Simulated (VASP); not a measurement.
All values below come from PBEsol GGA, VASP's PBE PAW potentials (set 64) (plane waves; VASP).

Input for VASP

File POSCAR:
```
Hf3TiN4
1.0
  0.0067526505   4.4334010552   4.4321061804
  4.4334010552   0.0067526505   4.4321061804
  2.2200768528   2.2200768528   0.0000000000
Ti N Hf
1 4 3
Direct
  0.0000000000   0.0000000000   0.0000000000
  0.2480548990   0.2480548990   0.5038902018
  0.2459011769   0.7540988231   0.5000000000
  0.7540988231   0.2459011769   0.5000000000
  0.7519451010   0.7519451010   0.4961097982
  0.0000000000   0.5000000000   0.0000000000
  0.5000000000   0.0000000000   0.0000000000
  0.5000000000   0.5000000000   0.0000000000
```

KPOINTS:
```
Automatic mesh
0
Gamma
7 7 13
0 0 0
```

**INCAR**
```
SYSTEM = Hf3TiN4
PREC = Accurate
ENCUT = 520
EDIFF = 1E-7
NELM = 100
ALGO = Normal
LREAL = .FALSE.
LASPH = .TRUE.
ISMEAR = -5
GGA = PS
LMAXMIX = 6
LWAVE = .FALSE.
LCHARG = .TRUE.
LORBIT = 11
NEDOS = 601
ISIF = 2
LEFG = .TRUE.
```

POTCAR, in this order: Ti_sv N Hf_pv (PBE.64 set). Program: vasp_std.

Output of the run:

File OUTCAR:
```
 ion  position               nearest neighbor table
   1  0.000  0.000  0.000-   3 2.20   4 2.20   3 2.20   4 2.20   2 2.20   5 2.20   8 3.13   8 3.13
                             6 3.13   6 3.13   7 3.13   7 3.13   7 3.13   6 3.13   7 3.13   6 3.13
   2  0.248  0.248  0.504-   1 2.20   6 2.22   7 2.22   6 2.22   7 2.22   8 2.23
   3  0.246  0.754  0.500-   1 2.20   1 2.20   6 2.22   7 2.22   8 2.23   8 2.23
   4  0.754  0.246  0.500-   1 2.20   1 2.20   7 2.22   6 2.22   8 2.23   8 2.23
   5  0.752  0.752  0.496-   1 2.20   7 2.22   6 2.22   6 2.22   7 2.22   8 2.23
   6  0.000  0.500  0.000-   4 2.22   3 2.22   2 2.22   5 2.22   2 2.22   5 2.22   7 3.13   7 3.13
                             1 3.13   1 3.13   8 3.13   8 3.13   8 3.13   1 3.13   1 3.13   8 3.13
   7  0.500  0.000  0.000-   3 2.22   4 2.22   2 2.22   5 2.22   2 2.22   5 2.22   6 3.13   6 3.13
                             8 3.13   1 3.13   1 3.13   8 3.13   8 3.13   1 3.13   1 3.13   8 3.13
   8  0.500  0.500  0.000-   2 2.23   5 2.23   4 2.23   3 2.23   4 2.23   3 2.23   1 3.13   1 3.13
                             7 3.13   6 3.13   6 3.13   7 3.13   7 3.13   7 3.13   6 3.13   6 3.13
  LATTYP: Found a base centered orthorhombic cell.
 ALAT       =     6.2602262098
 B/A-ratio  =     1.4159571977
 C/A-ratio  =     0.5015254544
 Subroutine PRICEL returns:
 Original cell was already a primitive cell.
 Subroutine GETGRP returns: Found  8 space group operations
The static configuration has the point symmetry D_2h.
The dynamic configuration has the point symmetry D_2h.
 Subroutine INISYM returns: Found  8 space group operations
 Subroutine IBZKPT returns following result:
 Found    184 irreducible k-points:

 Following reciprocal coordinates:
            Coordinates               Weight
  0.000000  0.000000  0.000000      1.000000
  0.142857  0.000000  0.000000      4.000000
  0.285714  0.000000  0.000000      4.000000
  0.428571  0.000000  0.000000      4.000000
  0.142857  0.142857  0.000000      2.000000
  0.285714  0.142857  0.000000      4.000000
  0.428571  0.142857  0.000000      4.000000
 -0.428571  0.142857  0.000000      4.000000
 -0.285714  0.142857  0.000000      4.000000
 -0.142857  0.142857  0.000000      2.000000
  0.285714  0.285714  0.000000      2.000000
  0.428571  0.285714  0.000000      4.000000
...
```

### OSZICAR
```
       N       E                     dE             d eps       ncg     rms          rms(c)
DAV:   1     0.532543727698E+03    0.53254E+03   -0.32942E+04 13616   0.179E+03
DAV:   2    -0.393509933566E+02   -0.57189E+03   -0.55250E+03 15351   0.486E+02
DAV:   3    -0.100774338398E+03   -0.61423E+02   -0.59931E+02 18759   0.133E+02
DAV:   4    -0.103220127405E+03   -0.24458E+01   -0.24023E+01 19464   0.259E+01
DAV:   5    -0.103275082691E+03   -0.54955E-01   -0.54601E-01 18657   0.340E+00    0.990E+01
DAV:   6    -0.919712846437E+02    0.11304E+02   -0.10323E+02 18778   0.662E+01    0.726E+01
DAV:   7    -0.943438692400E+02   -0.23726E+01   -0.10646E+02 20315   0.688E+01    0.579E+01
DAV:   8    -0.917439941327E+02    0.25999E+01   -0.18990E+01 17473   0.232E+01    0.143E+01
DAV:   9    -0.895508582017E+02    0.21931E+01   -0.81405E+00 19392   0.286E+01    0.258E+00
DAV:  10    -0.896196579667E+02   -0.68800E-01   -0.89965E-01 18009   0.444E+00    0.226E+00
DAV:  11    -0.896220520369E+02   -0.23941E-02   -0.54970E-02 19419   0.147E+00    0.131E+00
DAV:  12    -0.896678984528E+02   -0.45846E-01   -0.28105E-01 18987   0.345E+00    0.202E+00
DAV:  13    -0.896199901523E+02    0.47908E-01   -0.15487E-01 18655   0.261E+00    0.521E-01
DAV:  14    -0.896203594676E+02   -0.36932E-03   -0.38392E-03 17910   0.360E-01    0.146E-01
DAV:  15    -0.896209985832E+02   -0.63912E-03   -0.92210E-04 18453   0.203E-01    0.903E-02
DAV:  16    -0.896203019031E+02    0.69668E-03   -0.11384E-03 19168   0.218E-01    0.556E-02
DAV:  17    -0.896204279947E+02   -0.12609E-03   -0.99749E-05 18711   0.647E-02    0.173E-02
DAV:  18    -0.896204594828E+02   -0.31488E-04   -0.56066E-06 21288   0.140E-02    0.946E-03
DAV:  19    -0.896204566843E+02    0.27986E-05   -0.56872E-07 16937   0.587E-03    0.356E-03
DAV:  20    -0.896204556641E+02    0.10202E-05   -0.13251E-07  9853   0.253E-03    0.286E-03
DAV:  21    -0.896204510559E+02    0.46082E-05   -0.14823E-06 11491   0.228E-03    0.100E-02
DAV:  22    -0.896204514393E+02   -0.38343E-06   -0.17684E-08  9228   0.102E-03    0.991E-03
DAV:  23    -0.896204515851E+02   -0.14577E-06   -0.43974E-09  9053   0.410E-04    0.991E-03
DAV:  24    -0.896204509705E+02    0.61461E-06   -0.89836E-09  8923   0.492E-04    0.101E-02
DAV:  25    -0.896204512724E+02   -0.30188E-06   -0.34682E-09  8833   0.421E-04    0.102E-02
DAV:  26    -0.896204551835E+02   -0.39111E-05   -0.49800E-06 13102   0.380E-03    0.317E-03
DAV:  27    -0.896204556858E+02   -0.50235E-06   -0.56904E-08  8953   0.162E-03    0.364E-03
DAV:  28    -0.896204555515E+02    0.13432E-06   -0.12685E-08  8373   0.912E-04    0.347E-03
DAV:  29    -0.896204549384E+02    0.61309E-06   -0.17940E-08  8238   0.912E-04    0.300E-03
DAV:  30    -0.896204535180E+02    0.14204E-05   -0.45114E-08  8223   0.133E-03    0.225E-03
DAV:  31    -0.896204535075E+02    0.10499E-07   -0.10252E-08  8113   0.703E-04
   1 F= -.89620454E+02 E0= -.89620454E+02  d E =0.000000E+00
```

OUTCAR:
```
------------------------ aborting loop because EDIFF is reached ----------------------------------------
  FORCE on cell =-STRESS in cart. coord.  units (eV):
  Direction    XX          YY          ZZ          XY          YZ          ZX
  --------------------------------------------------------------------------------------
  Total       -0.0329195     -0.0329195     -0.0326202      0.0830498     -0.0000000     -0.0000000
  in kB       -0.6054541     -0.6054541     -0.5999487      1.5274461     -0.0000000     -0.0000000
  external PRESSURE =      -0.6036190 kB  Pullay stress =       0.0000000 kB
  volume of cell :       87.11
      direct lattice vectors                 reciprocal lattice vectors
     0.006752651  4.433401055  4.432106180    -0.112952273  0.112952273  0.112813182
     4.433401055  0.006752651  4.432106180     0.112952273 -0.112952273  0.112813182
     2.220076853  2.220076853  0.000000000     0.225217429  0.225217429 -0.225626363
 POSITION                                       TOTAL-FORCE (eV/Angst)
 -----------------------------------------------------------------------------------
      0.00000      0.00000      0.00000         0.000000     -0.000000      0.000000
      2.22008      2.22008      2.19881         0.000000      0.000000      0.011423
      4.45492      2.20531      4.43211        -0.006301      0.006301      0.000000
      2.20531      4.45492      4.43211         0.006301     -0.006301      0.000000
      4.44015      4.44015      6.66540        -0.000000     -0.000000     -0.011423
      2.21670      0.00338      2.21605         0.000000     -0.000000      0.000000
      0.00338      2.21670      2.21605         0.000000     -0.000000      0.000000
      2.22008      2.22008      4.43211         0.000000     -0.000000      0.000000
 -----------------------------------------------------------------------------------
    total drift:                                0.000000      0.000000      0.000000
  FREE ENERGIE OF THE ION-ELECTRON SYSTEM (eV)
  ---------------------------------------------------
  free  energy   TOTEN  =       -89.6204535075 eV

  energy  without entropy=      -89.6204535075  energy(sigma->0) =      -89.62045351

 total charge

# of ion       s       p       d       tot
------------------------------------------
    1        2.161   6.177   1.971  10.308
    2        1.231   2.517   0.000   3.749
    3        1.231   2.496   0.000   3.727
    4        1.231   2.496   0.000   3.727
    5        1.231   2.517   0.000   3.749
    6        0.310   6.653   1.823   8.786
    7        0.310   6.653   1.823   8.786
    8        0.306   6.630   1.810   8.746
--------------------------------------------------
tot          8.011  36.139   7.427  51.577

 Electric field gradients after diagonalization (V/A^2)
 (convention: |V_zz| > |V_xx| > |V_yy|)
----------------------------------------------------------------------
 ion       V_xx      V_yy      V_zz     asymmetry (V_yy - V_xx)/ V_zz
----------------------------------------------------------------------
   1       1.578     0.018    -1.596       0.978
   2      -3.758    -3.406     7.164       0.049
   3       3.956     3.539    -7.495       0.056
   4       3.956     3.539    -7.495       0.056
   5      -3.758    -3.406     7.164       0.049
   6       2.797     1.201    -3.998       0.399
   7       2.797     1.201    -3.998       0.399
   8      -1.443    -0.386     1.829       0.578
```
(Selected blocks of OUTCAR.)

File OUTCAR:
```
 val. band max:        9.1207019211   @ k =  -0.1429  -0.4286   0.2308

 cond. band min:       8.8209263017   @ k =  -0.2857   0.4286   0.3846


 Fermi energy:         8.9734995593

 k-point     1 :       0.0000    0.0000    0.0000
  band No.  band energies     occupation
      1     -48.5767      2.00000
      2     -25.0418      2.00000
      3     -25.0137      2.00000
      4     -24.8806      2.00000
      5     -23.0178      2.00000
      6     -22.7400      2.00000
      7     -22.4492      2.00000
      8     -22.2352      2.00000
      9     -22.0842      2.00000
     10     -21.9688      2.00000
     11     -21.9600      2.00000
     12     -21.9526      2.00000
     13     -21.9492      2.00000
     14      -8.4502      2.00000
     15      -7.2510      2.00000
     16      -5.6253      2.00000
     17      -5.5768      2.00000
     18       0.1194      2.00000
     19       0.2472      2.00000
     20       2.6991      2.00000
     21       2.7700      2.00000
     22       3.0994      2.00000
     23       3.1133      2.00000
     24       3.5304      2.00000
     25       5.2844      2.00000
     26       5.4243      2.00000
     27       5.4487      2.00000
     28       6.2064      2.00000
     29       6.2243      2.00000
     30       6.2298      2.00000
     31       8.4909      2.00000
     32       8.5199      2.00000
     33       8.5322      2.00413
     34      10.1997      0.00000
     35      10.2967      0.00000
     36      11.1686      0.00000
     37      11.2795      0.00000

 k-point     2 :       0.1429    0.0000    0.0000
  band No.  band energies     occupation
      1     -48.5767      2.00000
      2     -25.0379      2.00000
      3     -25.0108      2.00000
      4     -24.8804      2.00000
      5     -22.9849      2.00000
      6     -22.7296      2.00000
      7     -22.4390      2.00000
      8     -22.2283      2.00000
      9     -22.1069      2.00000
     10     -22.0096      2.00000
     11     -21.9658      2.00000
...
```

For a metal the tetrahedron method with Blöchl corrections gives inexact stress and forces. Unless said otherwise, spin-orbit coupling is left out, though it shifts the bands of the heavy elements here.

The structure was generated: Hf3TiN4 was put into an ordered model structure (Cmmm), which need not be its known phase. It was relaxed first.
